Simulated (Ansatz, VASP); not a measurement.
# Cross-check of Ta2Se between VASP and Ansatz, part 3 of 3

Wanted: the spread between two codes on one cell, functional and k mesh. The cell is taken from a series of runs on this material, whose earlier steps may have relaxed, scaled, displaced or heated it; both programs get it as it stands.

VASP 6.6.1 and Ansatz 0.2.0.

So far: The starting structure; Ansatz: zone-centre phonons, PBEsol; VASP: zone-centre phonons, PBEsol.

## Step 3: VASP: zone-centre phonons, PBEsol (continued)

Level of this step: PBEsol; plane waves and PAW (Ta_pv, Se) (VASP).

Numbers of over 12 decimals in the logs are rounded to 6 here.

From OUTCAR (step 3):

```text
ion  position               nearest neighbor table
   1  0.500  0.000  0.759-   6 2.66   6 2.66   6 2.66   6 2.66   4 2.88   4 2.88   4 2.88   4 2.88
                             3 3.13
   2  0.000  0.500  0.241-   5 2.66   5 2.66   5 2.66   5 2.66   3 2.88   3 2.88   3 2.88   3 2.88
                             4 3.13
   3  0.500  0.000  0.076-   4 2.81   4 2.81   4 2.81   4 2.81   5 2.83   2 2.88   2 2.88   2 2.88
                             2 2.88   1 3.13
   4  0.000  0.500  0.924-   3 2.81   3 2.81   3 2.81   3 2.81   6 2.83   1 2.88   1 2.88   1 2.88
                             1 2.88   2 3.13
   5  0.500  0.000  0.364-   2 2.66   2 2.66   2 2.66   2 2.66   3 2.83
   6  0.000  0.500  0.636-   1 2.66   1 2.66   1 2.66   1 2.66   4 2.83

  LATTYP: Found a simple tetragonal cell.
 ALAT       =     3.3566104662
 C/A-ratio  =     2.9346754856

 Subroutine GETGRP returns: Found 16 space group operations
 (whereof  8 operations were pure point group operations)

The static configuration has the point symmetry D_2d.
 The point group associated with its full space group is D_4h.

 Found     84 irreducible k-points:

   k-points           NKPTS =     84   k-points in BZ     NKDIM =     84   number of bands    NBANDS=     34

   dimension x,y,z NGX =    24 NGY =   24 NGZ =   72
   dimension x,y,z NGXF=    48 NGYF=   48 NGZF=  144

   ENCUT  =  500.0 eV  36.75 Ry    6.06 a.u.   6.12  6.12 17.96*2*pi/ulx,y,z

   NELECT =      56.0000    total number of electrons

 k-points in reciprocal lattice and weights: Automatic mesh
   0.00000000  0.00000000  0.00000000       0.002
   0.08333333  0.00000000  0.00000000       0.007
   0.16666667  0.00000000  0.00000000       0.007
   0.25000000  0.00000000  0.00000000       0.007
   0.33333333  0.00000000  0.00000000       0.007
   0.41666667  0.00000000  0.00000000       0.007
   0.50000000  0.00000000  0.00000000       0.003
   0.08333333  0.08333333  0.00000000       0.007
   0.16666667  0.08333333  0.00000000       0.014
[...]
-----------------------------------------------------------------------------------
    total drift:                                0.000000      0.000000      0.000000

 Eigenvectors and eigenvalues of the dynamical matrix
 ----------------------------------------------------

   1 f  =    6.403419 THz    40.233866 2PiTHz  213.595058 cm-1    26.482400 meV
             X         Y         Z           dx          dy          dz
      1.678305  0.000000  7.472552    -0.000000   -0.000000    0.095584
      0.000000  1.678305  2.378010     0.000000    0.000000   -0.095584
      1.678305  0.000000  0.751689    -0.000000   -0.000000   -0.506928
      0.000000  1.678305  9.098874    -0.000000    0.000000    0.506928
      1.678305  0.000000  3.583089    -0.000000   -0.000000    0.483620
      0.000000  1.678305  6.267474     0.000000    0.000000   -0.483620

   2 f  =    5.636014 THz    35.412118 2PiTHz  187.997181 cm-1    23.308669 meV
             X         Y         Z           dx          dy          dz
      1.678305  0.000000  7.472552    -0.397873    0.085182   -0.000000
      0.000000  1.678305  2.378010     0.397873   -0.085182    0.000000
      1.678305  0.000000  0.751689    -0.093615    0.020043   -0.000000
      0.000000  1.678305  9.098874     0.093615   -0.020043    0.000000
      1.678305  0.000000  3.583089    -0.557691    0.119399   -0.000000
      0.000000  1.678305  6.267474     0.557691   -0.119399    0.000000

   3 f  =    5.636014 THz    35.412118 2PiTHz  187.997181 cm-1    23.308669 meV
             X         Y         Z           dx          dy          dz
      1.678305  0.000000  7.472552     0.085182    0.397873    0.000000
      0.000000  1.678305  2.378010    -0.085182   -0.397873   -0.000000
      1.678305  0.000000  0.751689     0.020043    0.093615    0.000000
      0.000000  1.678305  9.098874    -0.020043   -0.093615   -0.000000
      1.678305  0.000000  3.583089     0.119399    0.557691    0.000000
      0.000000  1.678305  6.267474    -0.119399   -0.557691   -0.000000

   4 f  =    5.582446 THz    35.075543 2PiTHz  186.210354 cm-1    23.087131 meV
             X         Y         Z           dx          dy          dz
      1.678305  0.000000  7.472552     0.000000    0.000000   -0.400552
      0.000000  1.678305  2.378010    -0.000000    0.000000    0.400552
      1.678305  0.000000  0.751689     0.000000    0.000000   -0.440003
      0.000000  1.678305  9.098874    -0.000000    0.000000    0.440003
      1.678305  0.000000  3.583089     0.000000   -0.000000   -0.382042
      0.000000  1.678305  6.267474    -0.000000   -0.000000    0.382042

   5 f  =    5.496379 THz    34.534768 2PiTHz  183.339471 cm-1    22.731187 meV
             X         Y         Z           dx          dy          dz
      1.678305  0.000000  7.472552    -0.000000    0.000000   -0.097829
      0.000000  1.678305  2.378010    -0.000000   -0.000000   -0.097829
      1.678305  0.000000  0.751689    -0.000000    0.000000   -0.315499
      0.000000  1.678305  9.098874     0.000000   -0.000000   -0.315499
      1.678305  0.000000  3.583089     0.000000    0.000000    0.625212
      0.000000  1.678305  6.267474     0.000000    0.000000    0.625212

   6 f  =    5.041423 THz    31.676193 2PiTHz  168.163758 cm-1    20.849639 meV
             X         Y         Z           dx          dy          dz
      1.678305  0.000000  7.472552    -0.000000    0.000000    0.533939
      0.000000  1.678305  2.378010    -0.000000    0.000000    0.533939
      1.678305  0.000000  0.751689    -0.000000    0.000000   -0.442084
      0.000000  1.678305  9.098874    -0.000000   -0.000000   -0.442084
      1.678305  0.000000  3.583089     0.000000   -0.000000   -0.139540
      0.000000  1.678305  6.267474     0.000000   -0.000000   -0.139540

   7 f  =    5.023399 THz    31.562944 2PiTHz  167.562541 cm-1    20.775098 meV
             X         Y         Z           dx          dy          dz
      1.678305  0.000000  7.472552    -0.364161   -0.023266   -0.000000
      0.000000  1.678305  2.378010    -0.364161   -0.023266   -0.000000
      1.678305  0.000000  0.751689    -0.033989   -0.002172    0.000000
      0.000000  1.678305  9.098874    -0.033989   -0.002172    0.000000
      1.678305  0.000000  3.583089     0.603489    0.038556    0.000000
      0.000000  1.678305  6.267474     0.603489    0.038556    0.000000

   8 f  =    5.023399 THz    31.562944 2PiTHz  167.562541 cm-1    20.775098 meV
             X         Y         Z           dx          dy          dz
      1.678305  0.000000  7.472552    -0.023266    0.364161   -0.000000
      0.000000  1.678305  2.378010    -0.023266    0.364161   -0.000000
      1.678305  0.000000  0.751689    -0.002172    0.033989    0.000000
      0.000000  1.678305  9.098874    -0.002172    0.033989    0.000000
      1.678305  0.000000  3.583089     0.038556   -0.603489    0.000000
      0.000000  1.678305  6.267474     0.038556   -0.603489    0.000000

   9 f  =    4.889882 THz    30.724033 2PiTHz  163.108899 cm-1    20.222917 meV
             X         Y         Z           dx          dy          dz
      1.678305  0.000000  7.472552     0.001699   -0.082221    0.000000
      0.000000  1.678305  2.378010    -0.001699    0.082221    0.000000
      1.678305  0.000000  0.751689     0.014066   -0.680539   -0.000000
      0.000000  1.678305  9.098874    -0.014066    0.680539   -0.000000
      1.678305  0.000000  3.583089    -0.003574    0.172896   -0.000000
      0.000000  1.678305  6.267474     0.003574   -0.172896   -0.000000

  10 f  =    4.889882 THz    30.724033 2PiTHz  163.108899 cm-1    20.222917 meV
             X         Y         Z           dx          dy          dz
      1.678305  0.000000  7.472552     0.082221    0.001699    0.000000
      0.000000  1.678305  2.378010    -0.082221   -0.001699    0.000000
      1.678305  0.000000  0.751689     0.680539    0.014066   -0.000000
      0.000000  1.678305  9.098874    -0.680539   -0.014066   -0.000000
      1.678305  0.000000  3.583089    -0.172896   -0.003574    0.000000
      0.000000  1.678305  6.267474     0.172896    0.003574   -0.000000

  11 f  =    2.945665 THz    18.508156 2PiTHz   98.256792 cm-1    12.182284 meV
             X         Y         Z           dx          dy          dz
      1.678305  0.000000  7.472552     0.000000    0.000000    0.574823
      0.000000  1.678305  2.378010     0.000000   -0.000000   -0.574823
      1.678305  0.000000  0.751689    -0.000000   -0.000000   -0.222311
      0.000000  1.678305  9.098874    -0.000000    0.000000    0.222311
      1.678305  0.000000  3.583089     0.000000   -0.000000   -0.346635
      0.000000  1.678305  6.267474     0.000000   -0.000000    0.346635

  12 f  =    2.660835 THz    16.718522 2PiTHz   88.755918 cm-1    11.004326 meV
             X         Y         Z           dx          dy          dz
      1.678305  0.000000  7.472552    -0.280911    0.287300    0.000000
      0.000000  1.678305  2.378010    -0.280911    0.287300   -0.000000
      1.678305  0.000000  0.751689     0.378831   -0.387446    0.000000
      0.000000  1.678305  9.098874     0.378831   -0.387446    0.000000
      1.678305  0.000000  3.583089    -0.148173    0.151543   -0.000000
      0.000000  1.678305  6.267474    -0.148173    0.151543    0.000000

  13 f  =    2.660835 THz    16.718522 2PiTHz   88.755918 cm-1    11.004326 meV
             X         Y         Z           dx          dy          dz
      1.678305  0.000000  7.472552    -0.287300   -0.280911    0.000000
      0.000000  1.678305  2.378010    -0.287300   -0.280911   -0.000000
      1.678305  0.000000  0.751689     0.387446    0.378831   -0.000000
      0.000000  1.678305  9.098874     0.387446    0.378831    0.000000
      1.678305  0.000000  3.583089    -0.151543   -0.148173    0.000000
      0.000000  1.678305  6.267474    -0.151543   -0.148173    0.000000
    [... 43 further lines ...]
      1.678305  0.000000  3.583089     0.200833    0.221495   -0.000000
      0.000000  1.678305  6.267474     0.200833    0.221495   -0.000000

 ELASTIC MODULI CONTR FROM IONIC RELAXATION (kBar)
 Direction    XX          YY          ZZ          XY          YZ          ZX
 --------------------------------------------------------------------------------
 XX        -411.7157   -411.7157   -841.9255      0.0000     -0.0000      0.0000
 YY        -411.7157   -411.7157   -841.9255      0.0000     -0.0000      0.0000
 ZZ        -841.9255   -841.9255  -1944.6473      0.0000     -0.0000      0.0000
 XY           0.0000      0.0000      0.0000      0.0000      0.0000      0.0000
 YZ          -0.0000     -0.0000     -0.0000      0.0000   -550.9887      0.0000
 ZX           0.0000      0.0000      0.0000      0.0000      0.0000   -206.4317
 --------------------------------------------------------------------------------
```

The PAW data sets were made with PBE, which is usual practice but a small mismatch for other functionals.

## Step 4: Side by side

Known differences besides the potentials themselves: the data sets hold 84 valence electrons in Ansatz (on its PAW soft_1 files) and 56 in VASP; the cutoff is 420 eV in Ansatz and 500 eV in VASP; Ansatz makes its cores anew for this functional, VASP keeps those of its PBE data sets. Total energies have different zeros and are not compared.

Both answers:

```csv
quantity,Ansatz,VASP,difference
optical mode 1 to 2 (cm⁻¹),46.9,47.2,-0.3
optical mode 3 to 4 (cm⁻¹),88.6,88.8,-0.18 %
optical mode 5 (cm⁻¹),97.8,98.3,-0.48 %
optical mode 6 to 7 (cm⁻¹),162.5,163.1,-0.37 %
optical mode 8 to 9 (cm⁻¹),166.4,167.6,-0.66 %
optical mode 10 (cm⁻¹),167.8,168.2,-0.25 %
optical mode 11 (cm⁻¹),181.8,183.3,-0.83 %
optical mode 12 (cm⁻¹),186.0,186.2,-0.11 %
optical mode 13 to 14 (cm⁻¹),186.8,188.0,-0.62 %
optical mode 15 (cm⁻¹),212.7,213.6,-0.42 %
```

Modes are paired by rising frequency, not by their patterns, so a pair may set unlike modes beside each other; they are those without the splitting of longitudinal modes.

## Step 5: Summary of results

```json
{
  "r.m.s. difference of the optical zone-centre modes, each program's sorted by frequency (zone-centre phonons, PBEsol)": "0.80 cm⁻¹",
  "difference in optical mode 11 (zone-centre phonons, PBEsol)": "-0.8 %"
}
```

In words: The r.m.s. difference of the optical zone-centre modes, each program's sorted by frequency is 0.80 cm⁻¹ (zone-centre phonons, PBEsol). The data sets hold unlike numbers of valence electrons (84 in Ansatz and 56 in VASP), so part of the differences comes from the potentials. Among the rows given in per cent, the largest difference of the zone-centre phonons, PBEsol pair is in optical mode 11, -0.8 %. Such differences can come from data sets, numerical settings and the points named under the comparisons, not from the functional's error against experiment.

[Lines on the potential files, build, host, timing and source positions are cut from VASP's logs without a mark.]

[Logs are printed without paths, hosts, clocks, repeated set-up lines and the standing remarks that a program may print on its own settings, such as how far it seeks lower states.]

[Hosts, paths, dates, database ids (printed as entryN), source tags and the programs' standing remarks are cut or masked in the printed files.]
